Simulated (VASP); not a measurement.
Wanted: the native input for a VASP 6.6.1 run.

| Quantity | Value |
| --- | --- |
| Task | single point |
| Functional | PBE |
| Potentials or basis | VASP PAW PBE potentials, release 64 (Pt, Na_pv, Cl) |
| Cutoff | 520 eV |
| k mesh | 3 × 3 × 3, shifted |
| Occupations | methfessel-paxton, width 0.0906 eV |
| Spin | no spin polarisation |
| Dipole correction | no |
| Further INCAR settings | ALGO = Normal; EDIFF = 1e-06; NBANDS = 43 |

The structure of Na2PtCl6 lies in POSCAR:

```
Na2PtCl6
1.0
    0.0000000000      4.7685210000      4.7685210000
    4.7685210000      0.0000000000      4.7685210000
    4.7685210000      4.7685210000      0.0000000000
Pt Na Cl
1 2 6
Direct
    0.0000000000      0.0000000000      0.0000000000
    0.2500000000      0.2500000000      0.2500000000
    0.7500000000      0.7500000000      0.7500000000
    0.7650000000      0.2350000000      0.2350000000
    0.2350000000      0.7650000000      0.2350000000
    0.2350000000      0.7650000000      0.7650000000
    0.7650000000      0.2350000000      0.7650000000
    0.2350000000      0.2350000000      0.7650000000
    0.7650000000      0.7650000000      0.2350000000
```

The cell was built by a generator and needn't be a form met in nature.

These files were run (other wordings do the same):

INCAR

```
SYSTEM = Na2PtCl6
PREC = Accurate
ENCUT = 520
EDIFF = 1E-6
ISMEAR = 1
SIGMA = 0.0906
LREAL = .FALSE.
LASPH = .TRUE.
NELM = 100
ALGO = Normal
ISIF = 2
LWAVE = .FALSE.
LCHARG = .FALSE.
GGA = PE
NBANDS = 43
```

KPOINTS

```
Automatic mesh
0
Gamma
  3 3 3
  0.5 0.5 0.5
```

Potentials or basis: VASP PAW PBE potentials, release 64 (Pt, Na_pv, Cl).

The run is started by

```sh
$ cat potpaw_PBE.64/Pt/POTCAR potpaw_PBE.64/Na_pv/POTCAR potpaw_PBE.64/Cl/POTCAR > POTCAR
$ mpirun -np 1 vasp_std > vasp.out
```

It gave:

The pressure is 5.6 GPa, the largest force is 1.623 eV/Å and the band gap on the k mesh is 2.36 eV, direct.

Caveat: spin-orbit coupling is left out, which moves the levels of the heavy elements; forces of over 1 eV/Å show positions far from the minimum, so gaps and moduli don't describe the material at rest.

It took 78 s on 1 thread of AMD EPYC 7R13 Processor (Zen 3), with other jobs on the host, peak memory 0.33 GiB.
